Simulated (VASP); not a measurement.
Output of a VASP run:

**OSZICAR**
```
       N       E                     dE             d eps       ncg     rms          rms(c)
DAV:   1     0.123701481080E+03    0.12370E+03   -0.85594E+03  1004   0.131E+03
DAV:   2    -0.997431253791E+01   -0.13368E+03   -0.13209E+03   998   0.376E+02
DAV:   3    -0.180083518322E+02   -0.80340E+01   -0.75881E+01  1486   0.763E+01
DAV:   4    -0.181357299213E+02   -0.12738E+00   -0.12716E+00  1370   0.110E+01
DAV:   5    -0.181383658155E+02   -0.26359E-02   -0.26357E-02  1406   0.150E+00    0.151E+01
DAV:   6    -0.174529695479E+02    0.68540E+00   -0.30885E+00  1582   0.240E+01    0.643E+00
DAV:   7    -0.173887238678E+02    0.64246E-01   -0.60880E-02  1088   0.198E+00    0.298E+00
DAV:   8    -0.173709644394E+02    0.17759E-01   -0.21510E-02  1560   0.133E+00    0.261E-01
DAV:   9    -0.173705864776E+02    0.37796E-03   -0.19666E-03  1162   0.393E-01    0.137E-01
DAV:  10    -0.173705655200E+02    0.20958E-04   -0.21054E-04  1408   0.119E-01    0.103E-01
DAV:  11    -0.173705535964E+02    0.11924E-04   -0.20371E-05  1330   0.337E-02    0.817E-03
DAV:  12    -0.173705533198E+02    0.27661E-06   -0.11523E-06   868   0.100E-02
   1 F= -.28185170E+01 E0= -.28184245E+01  d E =-.281852E+01
```

**OUTCAR**
```
------------------------ aborting loop because EDIFF is reached ----------------------------------------
  FORCE on cell =-STRESS in cart. coord.  units (eV):
  Direction    XX          YY          ZZ          XY          YZ          ZX
  --------------------------------------------------------------------------------------
  Total       14.5374729     14.5374729     14.5374729     -0.0000000      0.0000000     -0.0000000
  in kB      449.5496478    449.5496478    449.5496478     -0.0000000      0.0000000     -0.0000000
  external PRESSURE =      -0.4503522 kB  Pullay stress =     450.0000000 kB
  volume of cell :       51.81
      direct lattice vectors                 reciprocal lattice vectors
     3.727983194  0.000000000  0.000000000     0.268241553  0.000000000  0.000000000
     0.000000000  3.727983194  0.000000000     0.000000000  0.268241553  0.000000000
     0.000000000  0.000000000  3.727983194     0.000000000  0.000000000  0.268241553
 POSITION                                       TOTAL-FORCE (eV/Angst)
 -----------------------------------------------------------------------------------
      0.00000      0.00000      0.00000         0.000000      0.000000      0.000000
      0.00000      1.86399      1.86399         0.000000      0.000000      0.000000
      1.86399      0.00000      1.86399         0.000000      0.000000      0.000000
      1.86399      1.86399      0.00000         0.000000      0.000000      0.000000
 -----------------------------------------------------------------------------------
    total drift:                               -0.000000     -0.000000     -0.000000
  FREE ENERGIE OF THE ION-ELECTRON SYSTEM (eV)
  ---------------------------------------------------
  free  energy   TOTEN  =       -17.3705533198 eV

  energy  without entropy=      -17.3702758340  energy(sigma->0) =      -17.37046082
  enthalpy is  TOTEN    =        -2.8185170396 eV   P V=       14.5520362802

 reached required accuracy - stopping structural energy minimisation
```
(Selected blocks of OUTCAR.)

File POSCAR:
```
Al3Sc
1
    3.7279831936     0.0000000000    -0.0000000000
   -0.0000000000     3.7279831936     0.0000000000
   -0.0000000000    -0.0000000000     3.7279831936
Sc Al
1 3
Direct
  0.0000000000   0.0000000000   0.0000000000
  0.0000000000   0.5000000000   0.5000000000
  0.5000000000   0.0000000000   0.5000000000
  0.5000000000   0.5000000000   0.0000000000
```

Problem. Reconstruct the remaining input files.

Solution. Several could match; the one computed here: the input of the run itself, PBE GGA, plane waves, VASP's PBE PAW potentials (set 64).

### INCAR
```
SYSTEM = Al3Sc
PREC = Accurate; ENCUT = 500; LREAL = F
LASPH = T
EDIFF = 1E-6; NELM = 100; ALGO = Normal
LMAXMIX = 4
ISMEAR = 1; SIGMA = 0.1
GGA = PE
IBRION = 2; NSW = 40; ISIF = 3
EDIFFG = -0.02; PSTRESS = 450
LWAVE = F; LCHARG = F
```

### KPOINTS
```
Regular mesh
0
Gamma
 8 8 8
0 0 0
```

POTCAR, in this order: Sc_sv Al (PBE.64 set). Program: vasp_std.

The compound is Al3Sc in the L1_2 structure. It was relaxed first under an external pressure of 45 GPa.
